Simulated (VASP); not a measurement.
# Mesh, vacuum, cutoff and functional for Cu(111), part 3 of 5

Aim: find which settings matter for a slab model of Cu(111), and what they cost.

VASP 6.6.1, plane waves and PAW; the level of theory is named at each step.

So far, highest filled level below the vacuum (eV): step 2 (the base run) 4.93; step 3 (another mesh, mesh points along a 3, k-mesh 3×3×1) 5.40.

## 7. Another vacuum, vacuum width 5

Level of this step: PBEsol; plane waves and PAW (Cu) (VASP).

Too little vacuum lets the faces of neighbouring images overlap, and too much only costs plane waves.

INCAR reads:

```
SYSTEM = Cu
PREC = Normal
ENCUT = 360
EDIFF = 1E-06
NELM = 120
ISMEAR = 1
SIGMA = 0.1
LREAL = .FALSE.
ALGO = Normal
GGA = PS
NBANDS = 47
LASPH = .TRUE.
LORBIT = 11
LWAVE = .FALSE.
LCHARG = .FALSE.
KPAR = 4
IDIPOL = 3
LDIPOL = .TRUE.
DIPOL = 0.5 0.5 0.5
LVHAR = .TRUE.
LVACPOTAV = .TRUE.
```

POSCAR reads:

```
Cu
1.0
    2.5526554801      0.0000000000      0.0000000000
    1.2763277400      2.2106644929      0.0000000000
    0.0000000000      0.0000000000     17.5054068306
Cu
7
Direct
    0.0000000000      0.0000000000      0.1428130191
    0.3333333333      0.3333333333      0.2618753461
    0.6666666667      0.6666666667      0.3809376730
    0.0000000000      0.0000000000      0.5000000000
    0.3333333333      0.3333333333      0.6190623270
    0.6666666667      0.6666666667      0.7381246539
    0.0000000000      0.0000000000      0.8571869809
```

KPOINTS reads:

```
Automatic mesh
0
Gamma
12 12 1
0 0 0
```

PAW data sets: Cu (PBE family, release 64).

Run with:

```sh
> mpirun -np 4 vasp_std
```

Log:

```text
[... set-up lines as in an earlier step ...]
 entering main loop
       N       E                     dE             d eps       ncg     rms          rms(c)
DAV:   1     0.614556684828E+03    0.61456E+03   -0.26565E+04  1802   0.213E+03
DAV:   2     0.366519326504E+02   -0.57790E+03   -0.56272E+03  1786   0.422E+02
DAV:   3    -0.341120714874E+02   -0.70764E+02   -0.64625E+02  1877   0.202E+02
DAV:   4    -0.361504899854E+02   -0.20384E+01   -0.20297E+01  2019   0.489E+01
DAV:   5    -0.361869173330E+02   -0.36427E-01   -0.36423E-01  2258   0.582E+00    0.218E+01
DAV:   6    -0.323742303258E+02    0.38127E+01   -0.81035E+01  1954   0.140E+02    0.120E+01
DAV:   7    -0.290409305660E+02    0.33333E+01   -0.15094E+01  2055   0.654E+01    0.223E+00
DAV:   8    -0.290852441291E+02   -0.44314E-01   -0.27083E+00  2176   0.498E+01    0.183E+00
DAV:   9    -0.290282007415E+02    0.57043E-01   -0.46898E-01  2392   0.161E+01    0.125E+00
DAV:  10    -0.290025621002E+02    0.25639E-01   -0.10514E-01  2912   0.717E+00    0.412E-01
DAV:  11    -0.290024345483E+02    0.12755E-03   -0.34565E-02  2086   0.450E+00    0.149E-01
DAV:  12    -0.290027108381E+02   -0.27629E-03   -0.84015E-03  2060   0.185E+00    0.732E-02
DAV:  13    -0.290027739761E+02   -0.63138E-04   -0.15906E-03  2004   0.107E+00    0.801E-02
DAV:  14    -0.290027379517E+02    0.36024E-04   -0.51638E-04  2243   0.805E-01    0.355E-02
DAV:  15    -0.290027459290E+02   -0.79774E-05   -0.14894E-04  2462   0.305E-01    0.216E-02
DAV:  16    -0.290027626322E+02   -0.16703E-04   -0.95961E-05  2050   0.218E-01    0.137E-02
DAV:  17    -0.290027695324E+02   -0.69002E-05   -0.38699E-05  2126   0.122E-01    0.106E-02
DAV:  18    -0.290027711748E+02   -0.16424E-05   -0.84643E-06  1944   0.570E-02    0.411E-03
DAV:  19    -0.290027716382E+02   -0.46336E-06   -0.22283E-06  1330   0.217E-02
 -----------------------------------------------------------------------------
|                                                                             |
|           W    W    AA    RRRRR   N    N  II  N    N   GGGG   !!!           |
|           W    W   A  A   R    R  NN   N  II  NN   N  G    G  !!!           |
|           W    W  A    A  R    R  N N  N  II  N N  N  G       !!!           |
|           W WW W  AAAAAA  RRRRR   N  N N  II  N  N N  G  GGG   !            |
|           WW  WW  A    A  R   R   N   NN  II  N   NN  G    G                |
|           W    W  A    A  R    R  N    N  II  N    N   GGGG   !!!           |
|                                                                             |
|     The minimum charge density times volume of the cell along the axis      |
|     of the dipole correction is larger 1E-1, which could mean that your     |
|     workfunction is not accurate as there is no field free region in        |
|     your cell. Please consider either increasing the size of your cell      |
|     along the dipole correction (vacuum dimension) or perhaps               |
|     increasing the precision of your calculation.                           |
|                                                                             |
 -----------------------------------------------------------------------------

 [... a notice as in an earlier step ...]

   1 F= -.29002772E+02 E0= -.29001703E+02  d E =-.320517E-02
 -----------------------------------------------------------------------------
|                                                                             |
|           W    W    AA    RRRRR   N    N  II  N    N   GGGG   !!!           |
|           W    W   A  A   R    R  NN   N  II  NN   N  G    G  !!!           |
|           W    W  A    A  R    R  N N  N  II  N N  N  G       !!!           |
|           W WW W  AAAAAA  RRRRR   N  N N  II  N  N N  G  GGG   !            |
|           WW  WW  A    A  R   R   N   NN  II  N   NN  G    G                |
|           W    W  A    A  R    R  N    N  II  N    N   GGGG   !!!           |
|                                                                             |
|     The minimum charge density times volume of the cell along the axis      |
|     of the dipole correction is larger 1E-1, which could mean that your     |
|     workfunction is not accurate as there is no field free region in        |
|     your cell. Please consider either increasing the size of your cell      |
|     along the dipole correction (vacuum dimension) or perhaps               |
|     increasing the precision of your calculation.                           |
|                                                                             |
 -----------------------------------------------------------------------------

 [... a notice as in an earlier step ...]
```

Elapsed: 7.8 s, on 4 MPI ranks of Intel Xeon 6975P-C (Granite Rapids), shared host; peak memory 0.65 GiB.

From OUTCAR (step 7):

```text
   ENCUT  =  360.0 eV  26.46 Ry    5.14 a.u.   3.95  3.95 27.08*2*pi/ulx,y,z

   NELECT =      77.0000    total number of electrons

 E-fermi :   5.4167

 k-point     1 :       0.0000    0.0000    0.0000
  band No.  band energies     occupation
    ...
     39       3.7976      2.00000
     40       3.8471      2.00000
     41       3.8471      2.00000
     42       4.3067      2.00000
     43       5.3817      1.55306
     44       9.6970      0.00000
     45      12.2468      0.00000
     46      12.6204      0.00000
     47      17.1770      0.00000

  Total       -3.7067816     -3.7067816     -3.5523180      0.0000000      0.0000000     -0.0000000
  in kB      -60.1201880    -60.1201880    -57.6149467      0.0000000      0.0000000     -0.0000000
  external PRESSURE =     -59.2851076 kB  Pullay stress =       0.0000000 kB

 POSITION                                       TOTAL-FORCE (eV/Angst)
 -----------------------------------------------------------------------------------
      0.00000      0.00000      2.50000         0.000000      0.000000      0.244149
      1.27633      0.73689      4.58423         0.000000      0.000000     -0.007635
      2.55266      1.47378      6.66847         0.000000      0.000000     -0.038834
      0.00000      0.00000      8.75270        -0.000000      0.000000      0.000000
      1.27633      0.73689     10.83694        -0.000000     -0.000000      0.038834
      2.55266      1.47378     12.92117        -0.000000      0.000000      0.007635
      0.00000      0.00000     15.00541        -0.000000     -0.000000     -0.244149
 -----------------------------------------------------------------------------------
    total drift:                                0.000000      0.000000      0.000000

  FREE ENERGIE OF THE ION-ELECTRON SYSTEM (eV)
  ---------------------------------------------------
  free  energy   TOTEN  =       -29.0027716382 eV

  energy  without entropy=      -28.9995664712  energy(sigma->0) =      -29.00170325

[... 3 parts as in an earlier step ...]

[... 14 further parts left out ...]
```

This step gave:

```yaml
electronic_cycles: 19
free_energy_toten: -29.00 eV
energy_at_zero_smearing: -29.00 eV
fermi_energy: 5.417 eV
```

Force by atom:

```tsv
atom	x (eV/Å)	y (eV/Å)	z (eV/Å)	size
Cu1	0.000	0.000	0.244	0.244
Cu2	0.000	0.000	-0.008	0.008
Cu3	0.000	0.000	-0.039	0.039
Cu4	0.000	0.000	0.000	0.000
Cu5	0.000	0.000	0.039	0.039
Cu6	0.000	0.000	0.008	0.008
Cu7	0.000	0.000	-0.244	0.244
```

The program found no flat vacuum in this gap and printed no vacuum level, so no level below the vacuum can be given.

## 8. Another vacuum, vacuum width 8

INCAR is that of step 7.

POSCAR reads:

```
Cu
1.0
    2.5526554801      0.0000000000      0.0000000000
    1.2763277400      2.2106644929      0.0000000000
    0.0000000000      0.0000000000     20.5054068306
Cu
7
Direct
    0.0000000000      0.0000000000      0.1950705018
    0.3333333333      0.3333333333      0.2967136679
    0.6666666667      0.6666666667      0.3983568339
    0.0000000000      0.0000000000      0.5000000000
    0.3333333333      0.3333333333      0.6016431661
    0.6666666667      0.6666666667      0.7032863321
    0.0000000000      0.0000000000      0.8049294982
```

KPOINTS is that of step 7.

Run with:

```sh
> mpirun -np 4 vasp_std
```

Log:

```text
[... set-up lines as in an earlier step ...]
 entering main loop
       N       E                     dE             d eps       ncg     rms          rms(c)
DAV:   1     0.627304586306E+03    0.62730E+03   -0.26815E+04  1802   0.205E+03
DAV:   2     0.385629881537E+02   -0.58874E+03   -0.57286E+03  1786   0.419E+02
DAV:   3    -0.338895465573E+02   -0.72453E+02   -0.67174E+02  1863   0.201E+02
DAV:   4    -0.361219886728E+02   -0.22324E+01   -0.22206E+01  1997   0.486E+01
[...]
DAV:  19    -0.289838019496E+02   -0.16115E-05   -0.12086E-05  1942   0.673E-02    0.296E-03
DAV:  20    -0.289838039398E+02   -0.19902E-05   -0.15204E-06  1256   0.155E-02    0.226E-03
DAV:  21    -0.289838039999E+02   -0.60079E-07   -0.42531E-07  1096   0.816E-03
 [... a notice as in an earlier step ...]

   1 F= -.28983804E+02 E0= -.28981974E+02  d E =-.548887E-02
 [... a notice as in an earlier step ...]
```

It took 10 s on 4 MPI ranks; peak memory 0.61 GiB.

Parts of OUTCAR (step 8):

```text
  Total       -3.9772940     -3.9772940     -3.0193910      0.0000000      0.0000000      0.0000000
  in kB      -55.0699714    -55.0699714    -41.8067595      0.0000000      0.0000000      0.0000000
  external PRESSURE =     -50.6489007 kB  Pullay stress =       0.0000000 kB

 POSITION                                       TOTAL-FORCE (eV/Angst)
 -----------------------------------------------------------------------------------
      0.00000      0.00000      4.00000        -0.000000     -0.000000      0.243484
      1.27633      0.73689      6.08423        -0.000000      0.000000     -0.001157
      2.55266      1.47378      8.16847        -0.000000      0.000000     -0.021828
      0.00000      0.00000     10.25270        -0.000000      0.000000      0.000000
      1.27633      0.73689     12.33694        -0.000000     -0.000000      0.021828
      2.55266      1.47378     14.42117        -0.000000     -0.000000      0.001157
      0.00000      0.00000     16.50541         0.000000      0.000000     -0.243484
 -----------------------------------------------------------------------------------
    total drift:                                0.000000      0.000000      0.000000

  FREE ENERGIE OF THE ION-ELECTRON SYSTEM (eV)
  ---------------------------------------------------
  free  energy   TOTEN  =       -28.9838039999 eV

  energy  without entropy=      -28.9783151319  energy(sigma->0) =      -28.98197438

[... 1 part as in an earlier step ...]

[... 2 further parts left out ...]
[key lines of the parts left out:]
E-fermi :   3.8810
```

The program found no flat vacuum in this gap and printed no vacuum level, so no level below the vacuum can be given.

## 9. Another vacuum, vacuum width 24

INCAR is that of step 8.

POSCAR reads:

```
Cu
1.0
    2.5526554801      0.0000000000      0.0000000000
    1.2763277400      2.2106644929      0.0000000000
    0.0000000000      0.0000000000     36.5054068306
Cu
7
Direct
    0.0000000000      0.0000000000      0.3287184295
    0.3333333333      0.3333333333      0.3858122863
    0.6666666667      0.6666666667      0.4429061432
    0.0000000000      0.0000000000      0.5000000000
    0.3333333333      0.3333333333      0.5570938568
    0.6666666667      0.6666666667      0.6141877137
    0.0000000000      0.0000000000      0.6712815705
```

KPOINTS is that of step 8.

Run with:

```sh
> mpirun -np 4 vasp_std
```

Log:

```text
[... set-up lines as in an earlier step ...]
 entering main loop
       N       E                     dE             d eps       ncg     rms          rms(c)
DAV:   1     0.630622821023E+03    0.63062E+03   -0.27388E+04  1802   0.167E+03
DAV:   2     0.288403381888E+02   -0.60178E+03   -0.58406E+03  1793   0.389E+02
DAV:   3    -0.338101744447E+02   -0.62651E+02   -0.58326E+02  1912   0.180E+02
DAV:   4    -0.361117355369E+02   -0.23016E+01   -0.22849E+01  2025   0.448E+01
[...]
DAV:  24    -0.289889914245E+02   -0.75765E-05   -0.38431E-07  1090   0.829E-03    0.153E-03
DAV:  25    -0.289889943079E+02   -0.28834E-05   -0.19784E-07  1096   0.560E-03    0.154E-03
DAV:  26    -0.289889949896E+02   -0.68170E-06   -0.74027E-08  1061   0.488E-03
 [... a notice as in an earlier step ...]

   1 F= -.28988995E+02 E0= -.28987175E+02  d E =-.545855E-02
```

The job ended after 19 s (4 MPI ranks; peak memory 0.79 GiB).

From OUTCAR (step 9):

```text
  Total       -3.9915524     -3.9915524     -3.0124706      0.0000000      0.0000000      0.0000000
  in kB      -31.0441794    -31.0441794    -23.4294004      0.0000000      0.0000000      0.0000000
  external PRESSURE =     -28.5059197 kB  Pullay stress =       0.0000000 kB

 POSITION                                       TOTAL-FORCE (eV/Angst)
 -----------------------------------------------------------------------------------
      0.00000      0.00000     12.00000        -0.000000      0.000000      0.231687
      1.27633      0.73689     14.08423         0.000000     -0.000000      0.001994
      2.55266      1.47378     16.16847        -0.000000      0.000000     -0.024353
      0.00000      0.00000     18.25270         0.000000      0.000000      0.000000
      1.27633      0.73689     20.33694         0.000000      0.000000      0.024353
      2.55266      1.47378     22.42117        -0.000000     -0.000000     -0.001994
      0.00000      0.00000     24.50541         0.000000     -0.000000     -0.231687
 -----------------------------------------------------------------------------------
    total drift:                                0.000000      0.000000      0.000000

  FREE ENERGIE OF THE ION-ELECTRON SYSTEM (eV)
  ---------------------------------------------------
  free  energy   TOTEN  =       -28.9889949896 eV

  energy  without entropy=      -28.9835364429  energy(sigma->0) =      -28.98717547

[... 1 part as in an earlier step ...]

[... 2 further parts left out ...]
[key lines of the parts left out:]
E-fermi :   0.0136
```

Against the base run its depth below the vacuum changes by +0.01 eV and the energy by -0.2 meV an atom.

## 10. Comparing the runs

Times are for 4 MPI ranks of Intel Xeon 6975P-C (Granite Rapids), shared host. The series side by side:

```tsv
no.	vacuum width	electronic cycles	time	memory (GiB)
1	5	19	7.8 s	0.65
2	8	21	10 s	0.61
3	24	26	19 s	0.79
```

## 11. A lower cutoff, ENCUT 220

A lower cutoff is cheaper, and the test is whether a potential difference survives it better than the total energy.

Edit INCAR of step 9 so:

```diff
@@ -2,3 +2,3 @@
 PREC = Normal
-ENCUT = 360
+ENCUT = 220
 EDIFF = 1E-06
```

POSCAR reads:

```
Cu
1.0
    2.5526554801      0.0000000000      0.0000000000
    1.2763277400      2.2106644929      0.0000000000
    0.0000000000      0.0000000000     30.5054068306
Cu
7
Direct
    0.0000000000      0.0000000000      0.2950296664
    0.3333333333      0.3333333333      0.3633531109
    0.6666666667      0.6666666667      0.4316765555
    0.0000000000      0.0000000000      0.5000000000
    0.3333333333      0.3333333333      0.5683234445
    0.6666666667      0.6666666667      0.6366468891
    0.0000000000      0.0000000000      0.7049703336
```

KPOINTS is that of step 9.

Run with:

```sh
> mpirun -np 4 vasp_std
```

Log:

```text
[... set-up lines as in an earlier step ...]
 entering main loop
       N       E                     dE             d eps       ncg     rms          rms(c)
DAV:   1     0.491460009214E+03    0.49146E+03   -0.21848E+04  1826   0.104E+03
DAV:   2     0.266602709993E+01   -0.48879E+03   -0.47049E+03  1793   0.307E+02
DAV:   3    -0.323685791057E+02   -0.35035E+02   -0.33391E+02  1926   0.109E+02
DAV:   4    -0.330336856621E+02   -0.66511E+00   -0.66269E+00  1969   0.167E+01
[...]
DAV:  20    -0.240170582435E+02   -0.26867E-05   -0.19424E-06  1257   0.241E-02    0.126E-02
DAV:  21    -0.240170598665E+02   -0.16229E-05   -0.11079E-06  1106   0.103E-02    0.125E-02
DAV:  22    -0.240170606603E+02   -0.79385E-06   -0.36937E-07  1061   0.729E-03
 [... a notice as in an earlier step ...]

   1 F= -.24017061E+02 E0= -.24015059E+02  d E =-.600631E-02
 [... a notice as in an earlier step ...]
```

Elapsed: 9.2 s, on 4 MPI ranks; peak memory 0.61 GiB; 31 s of CPU time.

From OUTCAR (step 11):

```text
  Total      -77.5048721    -77.5048721    -76.5116812      0.0000000      0.0000000      0.0000000
  in kB     -721.3528051   -721.3528051   -712.1089864      0.0000000      0.0000000      0.0000000
  external PRESSURE =    -718.2715322 kB  Pullay stress =       0.0000000 kB

 POSITION                                       TOTAL-FORCE (eV/Angst)
 -----------------------------------------------------------------------------------
      0.00000      0.00000      9.00000         0.000000      0.000000      0.056566
      1.27633      0.73689     11.08423         0.000000      0.000000      0.090508
      2.55266      1.47378     13.16847        -0.000000     -0.000000     -0.078471
      0.00000      0.00000     15.25270         0.000000      0.000000      0.000000
      1.27633      0.73689     17.33694         0.000000      0.000000      0.078471
      2.55266      1.47378     19.42117        -0.000000     -0.000000     -0.090508
      0.00000      0.00000     21.50541         0.000000     -0.000000     -0.056566
 -----------------------------------------------------------------------------------
    total drift:                               -0.000000      0.000000      0.000000

  FREE ENERGIE OF THE ION-ELECTRON SYSTEM (eV)
  ---------------------------------------------------
  free  energy   TOTEN  =       -24.0170606603 eV

  energy  without entropy=      -24.0110543506  energy(sigma->0) =      -24.01505856

[... 1 part as in an earlier step ...]

[... 2 further parts left out ...]
[key lines of the parts left out:]
E-fermi :   0.8884
```

Numbers from this step:

```
electronic cycles                     : 22
free energy (TOTEN)                   : -24.02 eV
energy at zero smearing               : -24.02 eV
Fermi energy                          : 0.8884 eV
highest filled level below the vacuum : 5.050 eV
```

Against the base run its depth below the vacuum changes by +0.12 eV and the energy by +710.1 meV an atom. The program printed no vacuum level, so the number is read from the planar average a third of the way across the gap.

(Part 3 of 5 ends here.)

[Lines on the potential files, build, host, timing and source positions are cut from VASP's logs without a mark.]

[Logs are printed without paths, hosts, clocks, repeated set-up lines and the standing remarks that a program may print on its own settings, such as how far it seeks lower states.]

[Hosts, paths, dates, database ids (printed as entryN), source tags and the programs' standing remarks are cut or masked in the printed files.]

[In band tables of VASP the shares of atoms and orbitals are scaled to a sum of 1 inside the atoms' spheres.]

[Runs that stopped without an error message from VASP are left out.]
